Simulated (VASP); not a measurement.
Input of a VASP 6.6.1 run:

File INCAR:

```
SYSTEM = HfSi2B4
ALGO = Normal
EDIFF = 1E-6
EDIFFG = -0.01
ENCUT = 520
GGA = PE
IBRION = 2
ISIF = 3
ISMEAR = 0
KPAR = 4
LASPH = .TRUE.
LCHARG = .FALSE.
LREAL = .FALSE.
LWAVE = .FALSE.
NELM = 120
NSW = 90
PREC = Accurate
SIGMA = 0.1
```

KPOINTS

```
k-points
0
G
  12 12 4
  0 0 0
```

The input POSCAR:

```
HfSi2B4
1.0
    3.0380064200      0.0000000000      0.0000000000
   -1.5190032100      2.6309907400      0.0000000000
    0.0000000000      0.0000000000      9.7080000000
Hf Si B
1 2 4
Direct
    0.0000000000      0.0000000000      0.0000000000
    0.0000000000      0.0000000000      0.6318500200
    0.0000000000      0.0000000000      0.3681499800
    0.6666666700      0.3333333300      0.1862381500
    0.3333333300      0.6666666700      0.1862381500
    0.3333333300      0.6666666700      0.8137618500
    0.6666666700      0.3333333300      0.8137618500
```

Potentials or basis: VASP PAW PBE potentials, release 64 (Hf_pv, Si, B).

Launch:

```console
$ cat potpaw_PBE.64/Hf_pv/POTCAR potpaw_PBE.64/Si/POTCAR potpaw_PBE.64/B/POTCAR > POTCAR
$ mpirun -np 4 vasp_std > vasp.out
```

Problem. Estimate the band gap on the k mesh.

Solution. None (metal or under the smearing width).

Problem. Predict the relaxed cell.

Solution. a = 3.040 Å, b = 3.040 Å, c = 9.710 Å, α = 90.00°, β = 90.00°, γ = 120.00°.

Problem. Predict the space group after relaxing (to 0.05 Å).

Solution. P6/mmm (No. 191).

Problem. Estimate the relaxed volume.

Solution. 11.10 Å³/atom.

Final structure:
```cif
data_structure
_symmetry_space_group_name_H-M 'P 1'
_symmetry_Int_Tables_number 1
_cell_length_a 3.0395
_cell_length_b 3.0395
_cell_length_c 9.7098
_cell_angle_alpha 90.000
_cell_angle_beta 90.000
_cell_angle_gamma 120.000
_cell_volume 77.69
loop_
_atom_site_label
_atom_site_type_symbol
_atom_site_fract_x
_atom_site_fract_y
_atom_site_fract_z
_atom_site_occupancy
Hf1 Hf 0.00000 0.00000 0.00000 1
Si1 Si 0.00000 0.00000 0.63289 1
Si2 Si 0.00000 0.00000 0.36711 1
B1 B 0.66667 0.33333 0.18628 1
B2 B 0.33333 0.66667 0.18628 1
B3 B 0.33333 0.66667 0.81372 1
B4 B 0.66667 0.33333 0.81372 1
```

The run has no spin-orbit coupling, so splittings on Hf are missing.
